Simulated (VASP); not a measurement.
Output of a VASP run:

OSZICAR:
```
...
DAV:   9    -0.615206339722E+02   -0.10555E+00   -0.12393E-01  4583   0.336E+00    0.590E-01
DAV:  10    -0.615227467485E+02   -0.21128E-02   -0.27249E-03  4803   0.487E-01    0.520E-01
DAV:  11    -0.615151045252E+02    0.76422E-02   -0.36878E-04  4808   0.181E-01    0.517E-01
DAV:  12    -0.615285412855E+02   -0.13437E-01   -0.15958E-02  5008   0.943E-01    0.473E-01
DAV:  13    -0.615287682278E+02   -0.22694E-03   -0.52072E-04  4683   0.219E-01    0.472E-01
DAV:  14    -0.615286688215E+02    0.99406E-04   -0.20577E-05  4863   0.525E-02    0.327E-01
DAV:  15    -0.615286396484E+02    0.29173E-04   -0.71479E-04  4658   0.186E-01    0.165E-02
DAV:  16    -0.615286407529E+02   -0.11045E-05   -0.27163E-05  4878   0.484E-02    0.877E-03
DAV:  17    -0.615286425892E+02   -0.18363E-05   -0.66049E-06  4738   0.244E-02    0.895E-03
DAV:  18    -0.615286436179E+02   -0.10286E-05   -0.13251E-06  4498   0.119E-02    0.287E-03
DAV:  19    -0.615286424956E+02    0.11222E-05   -0.29913E-07  4413   0.604E-03    0.541E-03
DAV:  20    -0.615286431944E+02   -0.69877E-06   -0.55845E-08  2224   0.295E-03    0.240E-03
DAV:  21    -0.615286428896E+02    0.30487E-06   -0.29792E-08  2224   0.149E-03    0.845E-04
DAV:  22    -0.615286431773E+02   -0.28775E-06   -0.76579E-09  2194   0.927E-04    0.359E-04
DAV:  23    -0.615286429493E+02    0.22800E-06   -0.27392E-09  2199   0.593E-04    0.296E-04
DAV:  24    -0.615286430271E+02   -0.77768E-07   -0.55717E-10  2189   0.221E-04
   1 F= -.61528643E+02 E0= -.61528704E+02  d E =-.615286E+02
       N       E                     dE             d eps       ncg     rms          rms(c)
DAV:   1    -0.615356355829E+02   -0.69926E-02   -0.30478E-01  4373   0.674E+00    0.453E-01
DAV:   2    -0.615297440589E+02    0.58915E-02   -0.12592E-02  4633   0.115E+00    0.249E-01
DAV:   3    -0.615282234722E+02    0.15206E-02   -0.39902E-03  4613   0.666E-01    0.702E-02
DAV:   4    -0.615282700467E+02   -0.46574E-04   -0.36911E-04  5008   0.201E-01    0.343E-02
DAV:   5    -0.615282731496E+02   -0.31028E-05   -0.17901E-04  4503   0.157E-01    0.179E-02
DAV:   6    -0.615282813768E+02   -0.82272E-05   -0.48970E-05  4468   0.828E-02    0.571E-03
DAV:   7    -0.615282867596E+02   -0.53828E-05   -0.31742E-06  4888   0.202E-02    0.235E-03
DAV:   8    -0.615282825629E+02    0.41967E-05   -0.12626E-06  4408   0.122E-02    0.114E-03
DAV:   9    -0.615282826640E+02   -0.10107E-06   -0.10624E-07  2330   0.377E-03    0.607E-04
DAV:  10    -0.615282826696E+02   -0.56471E-08   -0.25897E-08  2219   0.165E-03
   2 F= -.61528283E+02 E0= -.61528329E+02  d E =0.360357E-03
       N       E                     dE             d eps       ncg     rms          rms(c)
DAV:   1    -0.615315475660E+02   -0.32649E-02   -0.96752E-02  4373   0.380E+00    0.255E-01
DAV:   2    -0.615296636424E+02    0.18839E-02   -0.39990E-03  4638   0.649E-01    0.140E-01
DAV:   3    -0.615291688787E+02    0.49476E-03   -0.12727E-03  4623   0.376E-01    0.388E-02
DAV:   4    -0.615291976671E+02   -0.28788E-04   -0.11922E-04  5013   0.114E-01    0.186E-02
DAV:   5    -0.615291848658E+02    0.12801E-04   -0.56085E-05  4508   0.881E-02    0.998E-03
DAV:   6    -0.615291992882E+02   -0.14422E-04   -0.15178E-05  4453   0.461E-02    0.311E-03
DAV:   7    -0.615291973954E+02    0.18929E-05   -0.10186E-06  4808   0.114E-02    0.131E-03
DAV:   8    -0.615291995106E+02   -0.21153E-05   -0.38453E-07  4408   0.672E-03    0.640E-04
DAV:   9    -0.615291995411E+02   -0.30469E-07   -0.36166E-08  2209   0.220E-03
   3 F= -.61529200E+02 E0= -.61529259E+02  d E =-.556514E-03
```

**OUTCAR**
```
------------------------ aborting loop because EDIFF is reached ----------------------------------------
  FORCE on cell =-STRESS in cart. coord.  units (eV):
  Direction    XX          YY          ZZ          XY          YZ          ZX
  --------------------------------------------------------------------------------------
  Total       -2.8612283     -2.8612285     -2.8630742      0.0000000      0.0000000      0.0000000
  in kB     -206.6449499   -206.6449615   -206.7782652      0.0000000      0.0000000      0.0000000
  external PRESSURE =    -206.6893922 kB  Pullay stress =       0.0000000 kB
  volume of cell :       22.18
      direct lattice vectors                 reciprocal lattice vectors
     1.489211733 -2.579390458  0.000000000     0.335748093 -0.193844247  0.000000000
     1.489211733  2.579390458 -0.000000000     0.335748093  0.193844247  0.000000000
    -0.000000000  0.000000000  2.887584943     0.000000000  0.000000000  0.346310159
 POSITION                                       TOTAL-FORCE (eV/Angst)
 -----------------------------------------------------------------------------------
      0.00000     -0.00000      0.00000        -0.000000     -0.000000      0.000000
      1.48921      0.85980      1.44379         0.000000      0.000000     -0.000000
 -----------------------------------------------------------------------------------
    total drift:                               -0.000000     -0.000399      0.000000
  FREE ENERGIE OF THE ION-ELECTRON SYSTEM (eV)
  ---------------------------------------------------
  free  energy   TOTEN  =       -61.5291995411 eV

  energy  without entropy=      -61.5293775308  energy(sigma->0) =      -61.52925887

 reached required accuracy - stopping structural energy minimisation
```
(Selected blocks of OUTCAR.)

POSCAR:
```
WC
1
    1.4871348897    -2.5757932636     0.0000000000
    1.4871348897     2.5757932636     0.0000000000
    0.0000000000     0.0000000000     2.8956558265
W C
1 1
Direct
  0.0000000000   0.0000000000   0.0000000000
  0.3333330000   0.6666670000   0.5000000000
```

Reconstruct the remaining input files.

One answer among several that fit: the input of the run itself, r2SCAN meta-GGA, plane waves, VASP's PBE PAW potentials (set 64).

KPOINTS:
```
Automatic mesh
0
gamma
 14 14 13
```

INCAR:
```
SYSTEM = WC
PREC = Accurate; ENCUT = 520; LREAL = .False.
LASPH = .True.
EDIFF = 1E-7; NELM = 100; ALGO = Normal
LMAXMIX = 6; LMIXTAU = .True.
ISMEAR = 1; SIGMA = 0.1
METAGGA = R2SCAN
IBRION = 2; NSW = 30; ISIF = 4
EDIFFG = -0.01
LWAVE = .False.; LCHARG = .False.
```

POTCAR, in this order: W_sv C (PBE.64 set). Program: vasp_std.

The compound is WC in the wc structure. This cell is one point of a volume scan, at 1.06 of the reference volume. Symmetry was kept, so distortions that lower it aren't found.
